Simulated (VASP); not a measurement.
Here is the system:

```yaml
crystal:
  lattice:
    - [1.59113, -2.75592, 0.00000]
    - [1.59113, 2.75592, 0.00000]
    - [0.00000, 0.00000, 12.76567]
  atoms:
    - { symbol: Mo, position: [0.33333, 0.66667, 0.25000] }
    - { symbol: Mo, position: [0.66667, 0.33333, 0.75000] }
    - { symbol: S, position: [0.33333, 0.66667, 0.87167] }
    - { symbol: S, position: [0.66667, 0.33333, 0.37167] }
    - { symbol: S, position: [0.66667, 0.33333, 0.12833] }
    - { symbol: S, position: [0.33333, 0.66667, 0.62833] }
```

Calculation: r2SCAN meta-GGA, VASP's PBE PAW potentials (set 64) (plane waves; VASP). Settings: 400 eV cut-off, 14×14×3 Γ-centred mesh, Gaussian smearing of 0.010 eV, potentials Mo_sv S.

Predict the energy per atom (σ→0).

```yaml
energy per atom (σ→0): -15.013 eV/atom
```

Total energies compare only between runs with the same potentials, cut-off and functional.

The compound is MoS2 in the 2H layered structure. It was relaxed first, which changed the volume by +5 %.
